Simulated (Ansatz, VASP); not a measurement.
## B2O3 (glassy B2O3): VASP beside Ansatz

One calculation is typed for both programs; each brings its own data sets. How far apart do they land? The cell is taken from a series of runs on this material, whose earlier steps may have relaxed, scaled, displaced or heated it; both programs get it as it stands.

Program: Ansatz 0.2.0. Level of theory: plane waves, with VASP 6.6.1 beside it; single point at PBE. Results are calculated unless marked as measured.

**1. Set-up**

The cell holds 150 atoms: 60 B and 90 O. Its edges and angles: a = 12.017 Å, b = 12.017 Å, c = 12.017 Å, α = 90.0°, β = 90.0°, γ = 90.0°. As first built, before any earlier steps moved the atoms (in the runner's words): 150 atoms (60 B, 90 O) placed at random at 1.93 g/cm^3, melted at 3000 K for 20 ps at fixed volume with the Buckingham and Coulomb pair potential of Guillot and Sator (Geochim. Cosmochim. Acta 71, 1249 (2007)) with the boron terms of Wang et al. (J. Non-Cryst. Solids 498, 294 (2018)). Quenched from 3000 K to 300 K at 100 K/ps and fixed volume, held 10 ps at zero pressure.

**2. Ansatz: single point, PBE**

Ansatz runs on its default PAW (the set named soft_2) files.

With cell and atoms fixed, the geometry can't cause a difference; cores, projectors, grids and the points listed under the comparison can.

File input.yaml:

```yaml
crystal:
  lattice:
    - [12.01747, 0.0, 0.0]
    - [0.0, 12.01747, 0.0]
    - [0.0, 0.0, 12.01747]
  atoms:
    - { symbol: B, position: [0.3734, 0.32317, 0.60184] }
    - { symbol: B, position: [0.33736, 0.66179, 0.98885] }
    - { symbol: B, position: [0.49897, 0.92791, 0.58015] }
    - { symbol: B, position: [0.45857, 0.99085, 0.08161] }
    - { symbol: B, position: [0.29196, 0.66668, 0.58087] }
    - { symbol: B, position: [0.28414, 0.87929, 0.98097] }
    - { symbol: B, position: [0.92846, 0.53191, 0.91441] }
    - { symbol: B, position: [0.94322, 0.57005, 0.48006] }
    - { symbol: B, position: [0.23122, 0.63507, 0.33129] }
    - { symbol: B, position: [0.92256, 0.03986, 0.18596] }
    - { symbol: B, position: [0.00094, 0.9232, 0.69812] }
    - { symbol: B, position: [0.93181, 0.11639, 0.7495] }
    - { symbol: B, position: [0.62748, 0.07566, 0.94869] }
    - { symbol: B, position: [0.71306, 0.42346, 0.35654] }
    - { symbol: B, position: [0.71498, 0.59586, 0.96785] }
    - { symbol: B, position: [0.70507, 0.76404, 0.47291] }
    - { symbol: B, position: [0.04832, 0.51632, 0.1023] }
    - { symbol: B, position: [0.7137, 0.80454, 0.04784] }
    - { symbol: B, position: [0.91027, 0.33105, 0.28525] }
    - { symbol: B, position: [0.79478, 0.43233, 0.55949] }
    - { symbol: B, position: [0.72855, 0.14918, 0.12532] }
    - { symbol: B, position: [0.77801, 0.79207, 0.2562] }
    - { symbol: B, position: [0.16494, 0.14351, 0.075] }
    - { symbol: B, position: [0.44802, 0.32189, 0.93209] }
    - { symbol: B, position: [0.5529, 0.1825, 0.2693] }
    - { symbol: B, position: [0.01743, 0.77919, 0.8987] }
    - { symbol: B, position: [0.75382, 0.23496, 0.64106] }
    - { symbol: B, position: [0.57889, 0.12549, 0.73495] }
    - { symbol: B, position: [0.41227, 0.93652, 0.28239] }
    - { symbol: B, position: [0.34175, 0.25319, 0.2902] }
[... 114 atom lines left out ...]
    - { symbol: O, position: [0.20693, 0.07245, 0.15457] }
    - { symbol: O, position: [0.99251, 0.57943, 0.18095] }
    - { symbol: O, position: [0.12971, 0.22308, 0.47995] }
    - { symbol: O, position: [0.7313, 0.83635, 0.15857] }
    - { symbol: O, position: [0.57214, 0.97618, 0.50562] }
    - { symbol: O, position: [0.29908, 0.18926, 0.3774] }
kpoints:
  mp_grid: { grid: [1, 1, 1] }
hamiltonian:
  xc: pbe
scf:
  occupations: { method: fixed }
output:
  forces: true
```

Command:

```bash
$ ansatz run input.yaml --threads 4 --pin off --max-ram 8192MiB --backend cpu --events-out ev --progress --plain --runs-dir out
```

Numbers of over 12 decimals in the logs are rounded to 6 here.

The log of the run:

```text
Engine: ansatz 0.2.0, x86_64-unknown-linux-gnu
Pseudopotentials: kind: paw
Pseudopotential: B, paw, valence charge 3, recommended cutoff 420 eV (normal), B.paw.azcp
Pseudopotential: O, paw, valence charge 6, recommended cutoff 420 eV (normal), O.paw.azcp
Functional definition: PBE
  parameter kappa = 0.804
  parameter beta = 0.066725
  exchange = pbe_x(kappa = kappa, mu = beta*pi^2/3)
  correlation = pbe_c(beta = beta)
Crystal: 150 atoms, lattice volume = 1735.558 Å³
Basis set: ecut = 420 eV, 33881 PW (Γ), exchange–correlation on 162×162×162 points (8 copies of the dense FFT grid, shifted against one another)
Bands: 510, of which v1, the nominal top of the filled ones, is band 360 counted from 1 (359 counted from 0)
Symmetry: 1 space group operations
Space group: P1 (ITA 1), of the structure as read, at distance tolerance 1.2e-4 Å
k-points: 1
Non-local potential: B, projectors of the file, l = 0: 2, l = 1: 2, l = 2: 1
Non-local potential: O, projectors of the file, l = 0: 2, l = 1: 2, l = 2: 1
PAW form: soft (Blöchl's): semilocal exchange-correlation on the pseudo side does not see the compensation charge
PAW one-centre angular grid: B, 110 points (default); XC on 64 Gauss nodes
PAW one-centre angular grid: O, 110 points (default); XC on 64 Gauss nodes
Initial density: superposition of atomic densities (neutral atoms: chi_scale 0, normalization atom), corrected by the library's trained network
Initial wavefunctions: pseudopotential atomic-orbital guess
Functional: x = pbe(κ = 0.804, μ = 0.219515), c = pbe(β = 0.066725)
SCF iter   1: F=—  HF=-60531.761221 eV  |F-HF|=—  |Δ(HF+E_count)|=         —  Δρ=4.36e-3  dr2=2.71e-1  ethr=1.77e-3  ⟨swp⟩=6.0  Hψ=1643  notcnv=0  defer=147
preconditioner: auto → Resta (q_TF=auto, 2.356 Å⁻¹)  ε∞=3.0  [insulator: Δε(μ)=4.665 eV  Ē_g=16.763 eV  n_scr=388 (ndim 8)  ℏωp=23.9 eV  f_vac=0.174  ε∞_Penn≈3.0]
SCF iter   2: F=—  HF=-60531.763566 eV  |F-HF|=—  |Δ(HF+E_count)|=   2.35e-3  Δρ=2.03e-3  dr2=4.19e-2  ethr=3.76e-5  ⟨swp⟩=3.0  Hψ=792  notcnv=0  defer=148
SCF iter   3: F=—  HF=-60531.772953 eV  |F-HF|=—  |Δ(HF+E_count)|=   9.39e-3  Δρ=8.29e-4  dr2=1.14e-2  ethr=5.83e-6  ⟨swp⟩=3.0  Hψ=606  notcnv=0  defer=110
automatic band count: iteration 3 solves 472 bands in place of 510: the levels show a gap, and the empty bands left out lie too high to hold charge; the band table lists the bands solved (type scf.n_extra_bands for more)
SCF iter   4: F=—  HF=-60531.774497 eV  |F-HF|=—  |Δ(HF+E_count)|=   1.54e-3  Δρ=1.70e-4  dr2=5.22e-4  ethr=1.58e-6  ⟨swp⟩=3.0  Hψ=639  notcnv=0  defer=110
SCF iter   5: F=—  HF=-60531.774657 eV  |F-HF|=—  |Δ(HF+E_count)|=   1.60e-4  Δρ=1.10e-4  dr2=1.67e-4  ethr=7.25e-8  ⟨swp⟩=2.0  Hψ=725  notcnv=0  defer=110
SCF iter   6: F=—  HF=-60531.774661 eV  |F-HF|=—  |Δ(HF+E_count)|=   4.32e-6  Δρ=3.04e-5  dr2=1.60e-5  ethr=2.31e-8  ⟨swp⟩=2.0  Hψ=688  notcnv=0  defer=110
SCF iter   7: F=—  HF=-60531.779292 eV  |F-HF|=—  |Δ(HF+E_count)|=   4.63e-3  Δρ=8.34e-6  dr2=1.34e-6  ethr=2.23e-9  ⟨swp⟩=2.0  Hψ=769  notcnv=0  defer=110
SCF iter   8: F=—  HF=-60531.779292 eV  |F-HF|=—  |Δ(HF+E_count)|=   8.19e-7  Δρ=6.12e-6  dr2=5.04e-7  ethr=1.86e-10  ⟨swp⟩=2.0  Hψ=725  notcnv=0  defer=110
SCF iter   9: F=-60531.779292 eV  HF=-60531.779292 eV  |F-HF|=5.39e-9  |Δ(HF+E_count)|=   7.70e-8  Δρ=1.40e-6  dr2=3.11e-8  ethr=1.39e-11  ⟨swp⟩=2.0  Hψ=1484  notcnv=0
SCF 1 converged in 9 iterations: F = -60531.779292 eV  dr2 = 3.11e-8
  greatest PAW one-centre occupation: 0.861 electrons in one spin orbital (limit 2), on the O atom at site 106 (counted from 0), in its partial waves of l = 0
SCF converged after 9 iterations
Free energy (F): -60531.779292 eV
Harris-Foulkes:  -60531.779292 eV  (|F-HF|=5.39e-9)
Internal energy: -60531.779292 eV  (E = F + TS)
E sigma→0 (E₀):  -60531.779292 eV
Fermi energy:    1.591846 eV
--- Per-component energies (eV) ---
  E_band       = -4542.235217
  E_kinetic    = 18620.740925
  E_local      = -51041.798396  (includes V_loc(G=0)·N_el)
  E_nonlocal   = 5018.075905
  E_hartree    = 18451.451343
  E_xc         = -8428.199441
  E_vxc        = -10573.818351  (∫ρ·V_xc dr)
  E_paw        = -19022.979660  (= ΣΔE_a)
  E_vpaw       = -3468.579098  (= ΣTr[D̂ρ^β])
  E_aug_tail   = 0.230300  (compensation charges beyond the density's cutoff)
  E_ewald      = -24129.300269
  E_smearing   = -0.000000  (= −TS)
  E_closure    = -0.000000  (closes the sum)
  Σ components = -60531.779292   (vs F -60531.779292, Δ=0.00e0)
--- Forces (eV/Å), atoms counted from 1 ---
  atom   1  B     -1.73996675     1.27510923     0.34994194
  atom   2  B      0.71654049     0.74618592     1.59596952
  atom   3  B      0.48502490    -0.16245354    -0.30449208
  atom   4  B     -0.61317603    -1.11956212     0.08233196
  atom   5  B      1.20606106    -1.01595047     0.94113927
  atom   6  B      1.75785648    -1.48739885    -0.74940895
  atom   7  B     -0.53886177    -0.45484315    -1.15329030
  atom   8  B     -2.22325293     1.43621141    -0.46500861
  atom   9  B      2.74279671     0.89554145    -0.93177844
  atom  10  B      0.80216308    -1.29367173    -0.03966466
  atom  11  B      1.35161992     0.88737760     0.11395623
  atom  12  B      2.18344624     0.68119558     0.36641166
  atom  13  B     -0.92199243     0.36271762     0.72845711
  atom  14  B      1.56599538     1.30510212     0.23092380
  atom  15  B      1.03764315    -0.46100286     0.31687180
  atom  16  B      2.47893540    -0.35185217    -1.19784410
  atom  17  B      0.15046837     0.39488440     1.11200724
  atom  18  B      2.06813845    -0.67322796    -0.58960676
  atom  19  B     -0.39395458     0.95531917     0.23331542
  atom  20  B      0.03092970    -2.03138114    -1.64515198
  atom  21  B     -0.79262357    -1.66818204     1.48860320
  atom  22  B     -1.20843374    -1.47652400     0.89734191
  atom  23  B     -0.98333168     0.27937791    -0.81041183
  atom  24  B     -2.14511171     0.55786239     1.43595937
[...]
atom 143  O     -0.16610584    -0.44794525     0.04532524
  atom 144  O      0.01543213    -0.07872246     1.16940870
  atom 145  O      0.07589563    -0.12706970     0.17456845
  atom 146  O     -0.35623397     0.21520491     0.32800051
  atom 147  O      0.21316143    -0.82512476    -0.00833663
  atom 148  O     -0.23964377    -0.05857401     0.07153099
  atom 149  O      0.47422078     0.44566463    -0.59278518
  atom 150  O     -0.07931192    -0.34218840     0.39507908
  max |Σ_I F_I| component: 4.70e-5 eV/Å
```

The column dr2 measures how far the density is from self-consistency, as an energy; F and HF (Harris–Foulkes) agree once it is small.

**3. VASP: single point, PBE**

The same cell, functional and mesh now go to VASP, with its own data sets.

Lines of VASP's logs that name or quote its potential files are left out, and so is its time.

File INCAR:

```
SYSTEM = B2O3
PREC = Accurate
ENCUT = 520
EDIFF = 1E-06
NELM = 120
ISMEAR = 0
SIGMA = 0.01
LREAL = Auto
ALGO = Normal
GGA = PE
NBANDS = 465
LORBIT = 11
LWAVE = .FALSE.
LCHARG = .FALSE.
ISIF = 2
LASPH = .TRUE.
GGA_COMPAT = .FALSE.
EFERMI = MIDGAP
```

File POSCAR:

```
B2O3
1.0
   12.0174700000      0.0000000000      0.0000000000
    0.0000000000     12.0174700000      0.0000000000
    0.0000000000      0.0000000000     12.0174700000
B O
60 90
Direct
    0.3734000000      0.3231700000      0.6018400000
    0.3373600000      0.6617900000      0.9888500000
    0.4989700000      0.9279100000      0.5801500000
    0.4585700000      0.9908500000      0.0816100000
    0.2919600000      0.6666800000      0.5808700000
    0.2841400000      0.8792900000      0.9809700000
    0.9284600000      0.5319100000      0.9144100000
    0.9432200000      0.5700500000      0.4800600000
    0.2312200000      0.6350700000      0.3312900000
    0.9225600000      0.0398600000      0.1859600000
    0.0009400000      0.9232000000      0.6981200000
    0.9318100000      0.1163900000      0.7495000000
    0.6274800000      0.0756600000      0.9486900000
    0.7130600000      0.4234600000      0.3565400000
    0.7149800000      0.5958600000      0.9678500000
    0.7050700000      0.7640400000      0.4729100000
    0.0483200000      0.5163200000      0.1023000000
    0.7137000000      0.8045400000      0.0478400000
    0.9102700000      0.3310500000      0.2852500000
    0.7947800000      0.4323300000      0.5594900000
    0.7285500000      0.1491800000      0.1253200000
    0.7780100000      0.7920700000      0.2562000000
    0.1649400000      0.1435100000      0.0750000000
    0.4480200000      0.3218900000      0.9320900000
    0.5529000000      0.1825000000      0.2693000000
    0.0174300000      0.7791900000      0.8987000000
    0.7538200000      0.2349600000      0.6410600000
    0.5788900000      0.1254900000      0.7349500000
    0.4122700000      0.9365200000      0.2823900000
    0.3417500000      0.2531900000      0.2902000000
[... 114 atom lines left out ...]
    0.2069300000      0.0724500000      0.1545700000
    0.9925100000      0.5794300000      0.1809500000
    0.1297100000      0.2230800000      0.4799500000
    0.7313000000      0.8363500000      0.1585700000
    0.5721400000      0.9761800000      0.5056200000
    0.2990800000      0.1892600000      0.3774000000
```

File KPOINTS:

```
Automatic mesh
0
Gamma
1 1 1
0 0 0
```

The projector-augmented-wave data sets are B and O (PBE family, release 64).

Command:

```bash
$ export OMP_NUM_THREADS=3
$ mpirun -np 1 vasp_gam
```

The log of the run:

```text
[banner, memory and clock lines left out]
running    1 mpi-ranks, on    1 nodes
[...]
Offloading initialized ...    1 GPUs detected
[...]
LDA part: xc-table for (Slater+PW92), standard interpolation
 POSCAR, INCAR and KPOINTS ok, starting setup
[...]
entering main loop
       N       E                     dE             d eps       ncg     rms          rms(c)
DAV:   1     0.668754592482E+04    0.66875E+04   -0.43576E+05   946   0.153E+03
DAV:   2    -0.700607564861E+03   -0.73882E+04   -0.70845E+04  1147   0.392E+02
DAV:   3    -0.127958027696E+04   -0.57897E+03   -0.57308E+03  1076   0.115E+02
DAV:   4    -0.129116580485E+04   -0.11586E+02   -0.11529E+02  1084   0.174E+01
[...]
DAV:  16    -0.118100347945E+04    0.11865E-05   -0.10880E-04  1084   0.263E-02    0.154E-02
DAV:  17    -0.118100347522E+04    0.42281E-05   -0.20656E-05  1068   0.123E-02    0.640E-03
DAV:  18    -0.118100347472E+04    0.50160E-06   -0.36445E-06   924   0.625E-03
   1 F= -.11810035E+04 E0= -.11810035E+04  d E =0.000000E+00
```

Parts of OUTCAR (step 3):

```text
  FREE ENERGIE OF THE ION-ELECTRON SYSTEM (eV)
  ---------------------------------------------------
  free  energy   TOTEN  =     -1181.0034747227 eV

  energy  without entropy=    -1181.0034747227  energy(sigma->0) =    -1181.00347472
```

The run ends at a pressure of -9.94 GPa, with forces up to 4.1 eV/Å.

**4. Comparison**

Known differences besides the potentials themselves: fixed occupations in Ansatz, narrow Gaussian smearing in VASP; the cutoff is 420 eV in Ansatz and 520 eV in VASP (PREC = Accurate, projectors in real space). Total energies have different zeros and are not compared.

Both answers:

| quantity | Ansatz | VASP | difference |
| --- | --- | --- | --- |
| gap on the k mesh (eV) | 4.682 | 4.669 | +0.013 |

Forces on 8 of the 150 atoms, those with the largest forces and the largest differences (eV/Å; atoms numbered as in POSCAR):

| atom | Ansatz x, y, z | VASP x, y, z |
| --- | --- | --- |
| B9 | 2.743, 0.896, -0.932 | 2.726, 0.871, -0.925 |
| B20 | 0.031, -2.031, -1.645 | 0.030, -2.014, -1.566 |
| B29 | -2.521, -2.040, -2.612 | -2.485, -2.013, -2.532 |
| B33 | -2.308, -2.242, 0.011 | -2.306, -2.205, 0.043 |
| B34 | -2.573, -0.736, -1.208 | -2.548, -0.719, -1.181 |
| B45 | 2.269, 1.341, -1.111 | 2.247, 1.295, -1.077 |
| B51 | -2.501, 2.112, -0.565 | -2.458, 2.042, -0.560 |
| B57 | -2.951, 0.041, -1.278 | -2.918, 0.041, -1.260 |

The forces differ by 20 meV/Å r.m.s., which is 2.2 % of the r.m.s. force of 0.871 eV/Å (both taken over all components). A gap on the mesh is an upper bound, since the band edges may lie between its points.

**5. Results**

```json
{
  "r.m.s. force difference (single point, PBE)": "2.2 % of the r.m.s. force"
}
```

What this shows: The r.m.s. force difference is 2.2 % of the r.m.s. force (single point, PBE), within the 3 % picked in this series as the mark of a large difference. Such differences can come from data sets, numerical settings and the points named under the comparisons, not from the functional's error against experiment.

[Lines on the potential files, build, host, timing and source positions are cut from VASP's logs without a mark.]

[Logs are printed without paths, hosts, clocks, repeated set-up lines and the standing remarks that a program may print on its own settings, such as how far it seeks lower states.]

[Hosts, paths, dates, database ids (printed as entryN), source tags and the programs' standing remarks are cut or masked in the printed files.]
